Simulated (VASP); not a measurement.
# GW on SiC, part 4 of 6

How does the gap of SiC change from the starting functional to GW? The cell is of the wurtzite type, one of the forms listed for this formula. The start is a computed cell from the Materials Project.

VASP 6.6.1, plane waves and PAW; the level of theory is named at each step.

So far, quasiparticle gap on the mesh (eV): step 3 (evGW0) 3.29. Also gap on the k-mesh (eV): step 2 (empty bands, functional PBE) 2.26.

## (4) QPGW0

This step: QPGW0 on PBE; plane waves and PAW (Si_GW, C_GW) (VASP 6.6.1).

Here the orbitals are updated too, by diagonalising a Hermitian self-energy in the bands up to NBANDSGW.

Input file INCAR:

```
SYSTEM = SiC
PREC = Accurate
ENCUT = 440
ISMEAR = 0
SIGMA = 0.01
LREAL = .FALSE.
GGA = PE
NBANDS = 272
ALGO = QPGW0
NELMGW = 4
ENCUTGW = 200
NOMEGA = 48
PRECFOCK = Fast
NBANDSGW = 24
LWAVE = .FALSE.
LCHARG = .FALSE.
```

Input file POSCAR:

```
SiC
1.0
    3.0735139282      0.0000000000      0.0000000000
   -1.5367569641      2.6617411407      0.0000000000
    0.0000000000      0.0000000000      5.0452477100
Si C
2 2
Direct
    0.3333333300      0.6666666700      0.4996024000
    0.6666666700      0.3333333300      0.9996024000
    0.3333333300      0.6666666700      0.8753976000
    0.6666666700      0.3333333300      0.3753976000
```

Input file KPOINTS:

```
Automatic mesh
0
Gamma
6 6 4
0 0 0
```

Potentials, in the order of the species: Si_GW and C_GW (PBE family, release 64).

Launch:

```sh
$ mpirun -np 8 vasp_std
```

What it wrote:

```text
[banner, memory and clock lines left out]
running    8 mpi-ranks, on    1 nodes
 distrk:  each k-point on    8 cores,    1 groups
 distr:  one band on    1 cores,    8 groups

 POSCAR found type information on POSCAR SiC
 POSCAR found :  2 types and       4 ions
 [... a notice as in an earlier step ...]

 [... a notice as in an earlier step ...]

 LDA part: xc-table for (Slater+PW92), standard interpolation
 found WAVECAR, reading the header
 POSCAR, INCAR and KPOINTS ok, starting setup
 FFT: planning ... GRIDC
 FFT: planning ... GRID_SOFT
 FFT: planning ... GRID
 reading WAVECAR
 the WAVECAR file was read successfully
 initial charge from wavefunction
 available memory per node:     84.65 GB, setting MAXMEM to     86682

 The Fermi energy was updated, please check that it is located mid-gap
 values below the HOMO (VB) or above the LUMO (CB) will cause erroneous energies
 E-fermi :   9.0855

 calculate exact exchange contribution
 the WAVEDER file was read successfully
energies w=
    0.000    0.000    0.796    0.000    1.590    0.000    2.376    0.000
    3.154    0.000    3.921    0.000    4.675    0.000    5.416    0.000
    6.143    0.000    6.857    0.000    7.557    0.000    8.247    0.000
    8.926    0.000    9.598    0.000   10.263    0.000   10.925    0.000
   11.585    0.000   12.247    0.000   12.913    0.000   13.587    0.000
   14.271    0.000   14.970    0.000   15.687    0.000   16.428    0.000
   17.197    0.000   18.000    0.000   18.844    0.000   19.737    0.000
   20.688    0.000   21.710    0.000   22.815    0.000   24.019    0.000
   25.345    0.000   26.816    0.000   28.469    0.000   30.345    0.000
   32.500    0.000   35.011    0.000   37.985    0.000   41.570    0.000
   45.984    0.000   51.559    0.000   58.827    0.000   68.691    0.000
   82.828    0.000  104.728    0.000  143.074    0.000  227.097    0.000
 responsefunction array rank=     280
 LDA part: xc-table for (Slater+PW92), standard interpolation

 min. memory requirement per mpi rank    508.4 MB, per node   4067.4 MB

 allocating   6 responsefunctions rank=   280
 shmem allocating  48 responsefunctions rank=   280
 response function shared by NCSHMEM nodes    1
 Doing            6  frequencies on each core in blocks of           48
NQ=   1    0.0000    0.0000    0.0000,
|.........|.........|.........|.........|.........|.........|.........|.........
 performed        882000 updates of chi_q(r,r)
 total number of BLAS operations        488.30 Gflops
NQ=   2    0.1667    0.0000    0.0000,
|.........|.........|.........|.........|.........|.........|.........|.........
 performed       2665000 updates of chi_q(r,r)
 total number of BLAS operations       1512.96 Gflops
NQ=   3    0.3333   -0.0000    0.0000,
|.........|.........|.........|.........|.........|.........|.........|.........
 performed       4448000 updates of chi_q(r,r)
 total number of BLAS operations       2522.39 Gflops
NQ=   4    0.5000    0.0000    0.0000,
|.........|.........|.........|.........|.........|.........|.........|.........
 performed       5761000 updates of chi_q(r,r)
 total number of BLAS operations       3243.58 Gflops
NQ=   5    0.1667    0.1667    0.0000,
|.........|.........|.........|.........|.........|.........|.........|.........
 performed       7622000 updates of chi_q(r,r)
 total number of BLAS operations       4305.30 Gflops
NQ=   6    0.3333    0.1667    0.0000,
|.........|.........|.........|.........|.........|.........|.........|.........
 performed       9796000 updates of chi_q(r,r)
 total number of BLAS operations       5481.52 Gflops
NQ=   7    0.3333    0.3333    0.0000,
|.........|.........|.........|.........|.........|.........|.........|.........
 performed      10900000 updates of chi_q(r,r)
 total number of BLAS operations       6097.29 Gflops
NQ=   8    0.0000    0.0000    0.2500,
|.........|.........|.........|.........|.........|.........|.........|.........
 performed      11873000 updates of chi_q(r,r)
 total number of BLAS operations       6690.75 Gflops
NQ=   9    0.1667    0.0000    0.2500,
|.........|.........|.........|.........|.........|.........|.........|.........
 performed      13891000 updates of chi_q(r,r)
 total number of BLAS operations       7894.13 Gflops
NQ=  10    0.3333   -0.0000    0.2500,
|.........|.........|.........|.........|.........|.........|.........|.........
 performed      15909000 updates of chi_q(r,r)
 total number of BLAS operations       9045.19 Gflops
NQ=  11    0.5000    0.0000    0.2500,
|.........|.........|.........|.........|.........|.........|.........|.........
 performed      17457000 updates of chi_q(r,r)
 total number of BLAS operations       9869.67 Gflops
NQ=  12    0.1667    0.1667    0.2500,
|.........|.........|.........|.........|.........|.........|.........|.........
 performed      19631000 updates of chi_q(r,r)
 total number of BLAS operations      11110.09 Gflops
NQ=  13    0.3333    0.1667    0.2500,
|.........|.........|.........|.........|.........|.........|.........|.........
 performed      22119000 updates of chi_q(r,r)
 total number of BLAS operations      12466.14 Gflops
NQ=  14    0.3333    0.3333    0.2500,
|.........|.........|.........|.........|.........|.........|.........|.........
 performed      23353000 updates of chi_q(r,r)
 total number of BLAS operations      13154.71 Gflops
NQ=  15    0.0000    0.0000    0.5000,
|.........|.........|.........|.........|.........|.........|.........|.........
 performed      24235000 updates of chi_q(r,r)
 total number of BLAS operations      13692.47 Gflops
NQ=  16    0.1667    0.0000    0.5000,
|.........|.........|.........|.........|.........|.........|.........|.........
 performed      26018000 updates of chi_q(r,r)
 total number of BLAS operations      14717.13 Gflops
NQ=  17    0.3333   -0.0000    0.5000,
|.........|.........|.........|.........|.........|.........|.........|.........
 performed      27801000 updates of chi_q(r,r)
 total number of BLAS operations      15788.20 Gflops
NQ=  18    0.5000    0.0000    0.5000,
|.........|.........|.........|.........|.........|.........|.........|.........
 performed      29114000 updates of chi_q(r,r)
 total number of BLAS operations      16498.42 Gflops
NQ=  19    0.1667    0.1667    0.5000,
|.........|.........|.........|.........|.........|.........|.........|.........
 performed      30975000 updates of chi_q(r,r)
 total number of BLAS operations      17584.12 Gflops
NQ=  20    0.3333    0.1667    0.5000,
|.........|.........|.........|.........|.........|.........|.........|.........
 performed      33149000 updates of chi_q(r,r)
 total number of BLAS operations      18760.35 Gflops
[...]
NQ=  16    0.1667    0.0000    0.5000,
|.........|.........|.........|.........|.........|.........|.........|.........
 performed      26018000 updates of chi_q(r,r)
 total number of BLAS operations      14717.13 Gflops
NQ=  17    0.3333   -0.0000    0.5000,
|.........|.........|.........|.........|.........|.........|.........|.........
 performed      27801000 updates of chi_q(r,r)
 total number of BLAS operations      15788.20 Gflops
NQ=  18    0.5000    0.0000    0.5000,
|.........|.........|.........|.........|.........|.........|.........|.........
 performed      29114000 updates of chi_q(r,r)
 total number of BLAS operations      16498.42 Gflops
NQ=  19    0.1667    0.1667    0.5000,
|.........|.........|.........|.........|.........|.........|.........|.........
 performed      30975000 updates of chi_q(r,r)
 total number of BLAS operations      17584.12 Gflops
NQ=  20    0.3333    0.1667    0.5000,
|.........|.........|.........|.........|.........|.........|.........|.........
 performed      33149000 updates of chi_q(r,r)
 total number of BLAS operations      18760.35 Gflops
NQ=  21    0.3333    0.3333    0.5000,
|.........|.........|.........|.........|.........|.........|.........|.........
 performed      34253000 updates of chi_q(r,r)
 total number of BLAS operations      19348.45 Gflops
 resolving degeneracies of screened two electron integrals

 QP shifts <psi_nk| G(iteration)W_0 |psi_nk>: iteration 3
 NQ=           1  operations          24
 NQ=           2  operations           4
 NQ=           3  operations           4
 NQ=           4  operations           8
 NQ=           5  operations           4
 NQ=           6  operations           2
 NQ=           7  operations          12
 NQ=           8  operations          12
 NQ=           9  operations           2
 NQ=          10  operations           2
 NQ=          11  operations           4
 NQ=          12  operations           2
 NQ=          13  operations           1
 NQ=          14  operations           6
 NQ=          15  operations          24
 NQ=          16  operations           4
 NQ=          17  operations           4
 NQ=          18  operations           8
 NQ=          19  operations           4
 NQ=          20  operations           2
 NQ=          21  operations          12
 allocating   6 responsefunctions rank=   280
 shmem allocating  48 responsefunctions rank=   280
 response function shared by NCSHMEM nodes    1
 Doing            6  frequencies on each core in blocks of           48
NQ=   1    0.0000    0.0000    0.0000,
|.........|.........|.........|.........|.........|.........|.........|.........
 performed        882000 updates of chi_q(r,r)
 total number of BLAS operations        488.30 Gflops
NQ=   2    0.1667    0.0000    0.0000,
|.........|.........|.........|.........|.........|.........|.........|.........
 performed       2665000 updates of chi_q(r,r)
 total number of BLAS operations       1512.96 Gflops
NQ=   3    0.3333   -0.0000    0.0000,
|.........|.........|.........|.........|.........|.........|.........|.........
 performed       4448000 updates of chi_q(r,r)
 total number of BLAS operations       2522.39 Gflops
NQ=   4    0.5000    0.0000    0.0000,
|.........|.........|.........|.........|.........|.........|.........|.........
 performed       5761000 updates of chi_q(r,r)
 total number of BLAS operations       3243.58 Gflops
NQ=   5    0.1667    0.1667    0.0000,
|.........|.........|.........|.........|.........|.........|.........|.........
 performed       7622000 updates of chi_q(r,r)
 total number of BLAS operations       4305.30 Gflops
NQ=   6    0.3333    0.1667    0.0000,
|.........|.........|.........|.........|.........|.........|.........|.........
 performed       9796000 updates of chi_q(r,r)
 total number of BLAS operations       5481.52 Gflops
NQ=   7    0.3333    0.3333    0.0000,
|.........|.........|.........|.........|.........|.........|.........|.........
 performed      10900000 updates of chi_q(r,r)
 total number of BLAS operations       6097.29 Gflops
NQ=   8    0.0000    0.0000    0.2500,
|.........|.........|.........|.........|.........|.........|.........|.........
 performed      11873000 updates of chi_q(r,r)
 total number of BLAS operations       6690.75 Gflops
NQ=   9    0.1667    0.0000    0.2500,
|.........|.........|.........|.........|.........|.........|.........|.........
 performed      13891000 updates of chi_q(r,r)
 total number of BLAS operations       7894.13 Gflops
NQ=  10    0.3333   -0.0000    0.2500,
|.........|.........|.........|.........|.........|.........|.........|.........
 performed      15909000 updates of chi_q(r,r)
 total number of BLAS operations       9045.19 Gflops
NQ=  11    0.5000    0.0000    0.2500,
|.........|.........|.........|.........|.........|.........|.........|.........
 performed      17457000 updates of chi_q(r,r)
 total number of BLAS operations       9869.67 Gflops
NQ=  12    0.1667    0.1667    0.2500,
|.........|.........|.........|.........|.........|.........|.........|.........
 performed      19631000 updates of chi_q(r,r)
 total number of BLAS operations      11110.09 Gflops
NQ=  13    0.3333    0.1667    0.2500,
|.........|.........|.........|.........|.........|.........|.........|.........
 performed      22119000 updates of chi_q(r,r)
 total number of BLAS operations      12466.14 Gflops
NQ=  14    0.3333    0.3333    0.2500,
|.........|.........|.........|.........|.........|.........|.........|.........
 performed      23353000 updates of chi_q(r,r)
 total number of BLAS operations      13154.71 Gflops
NQ=  15    0.0000    0.0000    0.5000,
|.........|.........|.........|.........|.........|.........|.........|.........
 performed      24235000 updates of chi_q(r,r)
 total number of BLAS operations      13692.47 Gflops
NQ=  16    0.1667    0.0000    0.5000,
|.........|.........|.........|.........|.........|.........|.........|.........
 performed      26018000 updates of chi_q(r,r)
 total number of BLAS operations      14717.13 Gflops
NQ=  17    0.3333   -0.0000    0.5000,
|.........|.........|.........|.........|.........|.........|.........|.........
 performed      27801000 updates of chi_q(r,r)
 total number of BLAS operations      15788.20 Gflops
NQ=  18    0.5000    0.0000    0.5000,
|.........|.........|.........|.........|.........|.........|.........|.........
 performed      29114000 updates of chi_q(r,r)
 total number of BLAS operations      16498.42 Gflops
NQ=  19    0.1667    0.1667    0.5000,
|.........|.........|.........|.........|.........|.........|.........|.........
 performed      30975000 updates of chi_q(r,r)
 total number of BLAS operations      17584.12 Gflops
NQ=  20    0.3333    0.1667    0.5000,
|.........|.........|.........|.........|.........|.........|.........|.........
 performed      33149000 updates of chi_q(r,r)
 total number of BLAS operations      18760.35 Gflops
NQ=  21    0.3333    0.3333    0.5000,
|.........|.........|.........|.........|.........|.........|.........|.........
 performed      34253000 updates of chi_q(r,r)
 total number of BLAS operations      19348.45 Gflops
 resolving degeneracies of screened two electron integrals

 QP shifts <psi_nk| G(iteration)W_0 |psi_nk>: iteration 4
 NQ=           1  operations          24
 NQ=           2  operations           4
 NQ=           3  operations           4
 NQ=           4  operations           8
 NQ=           5  operations           4
 NQ=           6  operations           2
 NQ=           7  operations          12
 NQ=           8  operations          12
 NQ=           9  operations           2
 NQ=          10  operations           2
 NQ=          11  operations           4
 NQ=          12  operations           2
 NQ=          13  operations           1
 NQ=          14  operations           6
 NQ=          15  operations          24
 NQ=          16  operations           4
 NQ=          17  operations           4
 NQ=          18  operations           8
 NQ=          19  operations           4
 NQ=          20  operations           2
 NQ=          21  operations          12
 entering main loop
```

Wall time 53 min (8 MPI ranks of AMD EPYC 7R43, shared host); peak memory 4.6 GiB.

OUTCAR, selected parts (step 4):

```text
 Found     21 irreducible k-points:

   NELECT =      16.0000    total number of electrons

 E-fermi :   9.0855

 QP shifts <psi_nk| G(iteration)W_0 |psi_nk>: iteration 1
 k-point   1 :       0.0000    0.0000    0.0000
  band No. DFT-energies  QP-energies  QP-e(diag)   sigma(DFT)    Z            occupation
    ...
      5       6.6342       5.8141       5.8152       5.5838       0.7797       2.0000
      6       7.8386       7.1332       7.1361       6.9452       0.7864       2.0000
      7       7.9535       7.2511       7.2519       7.0610       0.7860       2.0000
      8       7.9535       7.2511       7.2519       7.0610       0.7860       2.0000
      9      12.7678      13.1759      13.1763      13.2802       0.7972       0.0000
     10      14.1719      14.5572      14.5646      14.6755       0.7799       0.0000
     11      14.6254      15.0779      15.0779      15.1958       0.7933       0.0000
     12      14.6254      15.0779      15.0779      15.1958       0.7933       0.0000
    ...

     24      28.2804      28.2804      28.2804      28.2804       1.0000       0.0000

 k-point   2 :       0.1667    0.0000    0.0000
  band No. DFT-energies  QP-energies  QP-e(diag)   sigma(DFT)    Z            occupation
    ...
      5       5.9442       5.0769       5.0832       4.8356       0.7767       2.0000
      6       6.3734       5.5544       5.5555       5.3207       0.7770       2.0000
      7       7.4786       6.7469       6.7501       6.5493       0.7840       2.0000
      8       7.6659       6.9347       6.9352       6.7353       0.7852       2.0000
      9      12.8324      13.1818      13.1871      13.2751       0.8012       0.0000
     10      14.7248      15.1740      15.1766      15.3030       0.7813       0.0000
     11      15.0681      15.4994      15.5078      15.6282       0.7851       0.0000
     12      15.2719      15.8146      15.8115      15.9613       0.7827       0.0000
    ...

 k-point   3 :       0.3333   -0.0000    0.0000
  band No. DFT-energies  QP-energies  QP-e(diag)   sigma(DFT)    Z            occupation
    ...
      5       3.5751       2.6189       2.6229       2.3101       0.7527       2.0000
      6       4.9954       4.0729       4.0786       3.8048       0.7700       2.0000
      7       6.1122       5.3006       5.3029       5.0749       0.7802       2.0000
      8       7.0413       6.2576       6.2589       6.0404       0.7817       2.0000
      9      11.3225      11.5907      11.5951      11.6591       0.8097       0.0000
     10      12.8526      13.1819      13.1890      13.2739       0.7984       0.0000
     11      15.1580      15.6488      15.6604      15.7968       0.7866       0.0000
     12      15.4019      15.8668      15.8689      15.9923       0.7911       0.0000
    ...

     24      26.2861      26.2861      26.2861      26.2861       1.0000       0.0000

 QP shifts <psi_nk| G(iteration)W_0 |psi_nk>: iteration 2
 k-point   1 :       0.0000    0.0000    0.0000
  band No. DFT-energies  QP-energies  QP-e(diag)   sigma(DFT)    Z            occupation
    ...
      5       5.8141       5.6677       5.6680       5.6272       0.7819       2.0000
      6       7.1332       7.0082       7.0088       6.9758       0.7905       2.0000
      7       7.2511       7.1280       7.1280       7.0952       0.7897       2.0000
      8       7.2511       7.1280       7.1280       7.0952       0.7897       2.0000
      9      13.1759      13.2185      13.2176      13.2280       0.7995       0.0000
     10      14.5572      14.5994      14.5996      14.6114       0.7820       0.0000
     11      15.0779      15.1348      15.1348      15.1495       0.7951       0.0000
     12      15.0779      15.1348      15.1348      15.1495       0.7951       0.0000
    ...

 QP shifts <psi_nk| G(iteration)W_0 |psi_nk>: iteration 3
 k-point   1 :       0.0000    0.0000    0.0000
  band No. DFT-energies  QP-energies  QP-e(diag)   sigma(DFT)    Z            occupation
    ...
      5       5.6677       5.6248       5.6250       5.6131       0.7821       2.0000
      6       7.0082       6.9657       6.9660       6.9549       0.7910       2.0000
      7       7.1280       7.0853       7.0854       7.0740       0.7900       2.0000
      8       7.1280       7.0853       7.0854       7.0740       0.7900       2.0000
      9      13.2185      13.2191      13.2181      13.2180       0.7997       0.0000
     10      14.5994      14.5950      14.5944      14.5930       0.7823       0.0000
     11      15.1348      15.1473      15.1474      15.1506       0.7953       0.0000
     12      15.1348      15.1473      15.1474      15.1506       0.7953       0.0000
    ...

 QP shifts <psi_nk| G(iteration)W_0 |psi_nk>: iteration 4
 k-point   1 :       0.0000    0.0000    0.0000
  band No. DFT-energies  QP-energies  QP-e(diag)   sigma(DFT)    Z            occupation
    ...
      5       5.6248       5.6086       5.6087       5.6043       0.7821       2.0000
      6       6.9657       6.9474       6.9478       6.9430       0.7910       2.0000
      7       7.0853       7.0669       7.0669       7.0620       0.7899       2.0000
      8       7.0853       7.0669       7.0669       7.0620       0.7899       2.0000
      9      13.2191      13.2180      13.2170      13.2165       0.7999       0.0000
     10      14.5950      14.5902      14.5896      14.5881       0.7823       0.0000
     11      15.1473      15.1532      15.1532      15.1547       0.7953       0.0000
     12      15.1473      15.1532      15.1532      15.1547       0.7953       0.0000
    ...

[... 17 parts as in an earlier step ...]

[... 26 further parts left out ...]
```

Numbers from this step:

* quasiparticle gap on the mesh: 3.329 eV
* smallest direct quasiparticle gap on the mesh: 5.251 eV

QP gap by iteration, by row:

```
iteration  gap (eV)  direct gap (eV)
        1     3.124            5.021
        2     3.257            5.184
        3     3.306            5.231
        4     3.329            5.251
```

GW takes the gap from 2.264 to 3.329 eV. That is +35 meV against evGW0 on PBE. The last pass still moved it by +23 meV. The value holds for 272 bands, ENCUTGW = 200 eV and this mesh, and isn't shown to be converged in them.

(Continued in part 5 of 6.)

[Lines on the potential files, build, host, timing and source positions are cut from VASP's logs without a mark.]

[Logs are printed without paths, hosts, clocks, repeated set-up lines and the standing remarks that a program may print on its own settings, such as how far it seeks lower states.]

[Hosts, paths, dates, database ids (printed as entryN), source tags and the programs' standing remarks are cut or masked in the printed files.]

[Pressures printed for these runs are not shown converged in the cutoff: they can be off by several GPa and have the wrong sign.]
